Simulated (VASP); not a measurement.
A VASP calculation is set up with these files.

KPOINTS:
```
kpoints
0
G
11 11 11
0 0 0
```

**INCAR**
```
SYSTEM = BN
PREC = Accurate
ENCUT = 520
EDIFF = 1E-6
NELM = 100
ALGO = Normal
LREAL = .FALSE.
LASPH = .TRUE.
ISMEAR = 0
SIGMA = 0.05
GGA = PE
LWAVE = .FALSE.
LCHARG = .FALSE.
ISIF = 2
AMIX = 0.1
BMIX = 0.0001
IMIX = 4
```

**POSCAR**
```
BN
1
    0.0000000000     1.8075000000     1.8075000000
    1.8075000000     0.0000000000     1.8075000000
    1.8075000000     1.8075000000     0.0000000000
B N
1 1
Direct
  0.0000000000   0.0000000000   0.0000000000
  0.2500000000   0.2500000000   0.2500000000
```

POTCAR, in this order: B N (PBE.64 set). Program: vasp_std.

**Question.** Translate this PBE calculation to Ansatz.

**Answer.** One equivalent input (not run):
Ansatz 0.2 input:
```yaml
crystal:
  lattice:
    - [0.0000000, 1.8075000, 1.8075000]
    - [1.8075000, 0.0000000, 1.8075000]
    - [1.8075000, 1.8075000, 0.0000000]
  atoms:
    - { symbol: B, position: [0.0000000, 0.0000000, 0.0000000] }
    - { symbol: N, position: [0.2500000, 0.2500000, 0.2500000] }
kpoints:
  mp_grid: { grid: [11, 11, 11] }
hamiltonian:
  xc: pbe
  pseudopotentials: { kind: paw }
scf:
  occupations: { method: gaussian, width: 0.05 }
  max_iter: 100
output: { forces: true, stress: true, eigenvalues: true }
```
What does not carry over: each code has its own PAW files, so the cut-off isn't converted (ENCUT is set for VASP's; basis.ecutwfc is left out, and Ansatz then takes the one that its files recommend); Ansatz stops its SCF on the density residual and VASP on the energy change (EDIFF).

The compound is BN in the zinc blende structure. The cell was not relaxed at this level. The run is one of a series of settings (AMIX = 0.1, BMIX = 0.0001, IMIX = 4 against the base run), some of them coarse on purpose.
